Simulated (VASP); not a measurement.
HfB: relaxation of cell and atoms with vdW-DF-cx

HfB:

```xyz
2
Lattice="0.0000 2.3100 2.3100 2.3100 0.0000 2.3100 2.3100 2.3100 0.0000" Properties=species:S:1:pos:R:3 pbc="T T T"
Hf    2.3100    2.3100    2.3100
B     0.0000    0.0000    0.0000
```

| Quantity | Value |
| --- | --- |
| Program | VASP 6.6.1 |
| Task | relaxation of cell and atoms |
| Functional | vdW-DF-cx |
| Potentials or basis | VASP PAW PBE potentials, release 64 (Hf_pv, B) |
| Cutoff | 600 eV |
| k mesh | 10 × 10 × 10 |
| Occupations | fermi-dirac, width 0.05 eV |
| Spin | no spin polarisation |
| Further INCAR settings | ALGO = Normal; EDIFF = 1e-07; IBRION = 2; EDIFFG = -0.005; NSW = 40; ISIF = 3 |

```yaml
Relaxed_volume: 13.90 Å³/atom
Relaxed_cell: a = 3.400 Å, b = 3.400 Å, c = 3.400 Å, α = 60.00°, β = 60.00°, γ = 60.00°
Space_group_after_relaxing_to_0.05_Å: Fm-3m (No. 225)
Energy_gained_by_relaxing: 118.8 meV/atom
Ionic_steps: 17
Pressure_after_relaxing: 0.0 GPa
Band_gap_on_the_k_mesh: none (metal or under the smearing width)
```

The path:
```
step  energy change (eV)  largest force (eV/Å)  pressure (GPa)  volume (Å³)
   1              0.0000                0.0000           26.80        24.65
   2              0.1411                0.0000          -21.32        32.77
   3             -0.2373                0.0000           -0.80        27.91
   4             -0.2376                0.0000           -0.10        27.80
   5             -0.2375                0.0000            0.32        27.74
   6             -0.2375                0.0000            0.33        27.74
   7             -0.2375                0.0000            0.29        27.74
   8             -0.2375                0.0000            0.29        27.74
   9             -0.2375                0.0000            0.29        27.74
  10             -0.2376                0.0000            0.29        27.74
  11             -0.2376                0.0000            0.29        27.74
  12             -0.2376                0.0000            0.29        27.74
  13             -0.2376                0.0000            0.27        27.74
  14             -0.2376                0.0000            0.25        27.75
  15             -0.2376                0.0000            0.21        27.75
  16             -0.2376                0.0000            0.13        27.77
  17             -0.2376                0.0000           -0.02        27.79
```

Final structure:
```
Hf B
1.0
     0.00000    2.40411    2.40411
     2.40411    0.00000    2.40411
     2.40411    2.40411    0.00000
Hf B
1 1
Direct
  0.50000 0.50000 0.50000
  0.00000 0.00000 0.00000
```

Levels at points of the mesh, in eV from the Fermi level:
```csv
k point,band 5,band 6,band 7,band 8,band 9,band 10
"(0.00, 0.00, 0.00)",2.06,2.06,2.06,3.67,3.67,3.67
"(0.50, 0.00, 0.00)",-4.40,-1.15,-1.15,5.74,5.74,6.59
"(0.50, 0.50, 0.00)",-1.17,-0.81,2.03,2.03,5.49,6.88
```

Wall time 6.6 min on 1 thread of Intel(R) Xeon(R) Platinum 8488C (Sapphire Rapids) (shared host), peak memory 0.34 GiB.

Caveat: the PAW data sets were made with another functional, which shifts forces and pressure a little. Zero-point motion and thermal expansion aren't in these numbers.
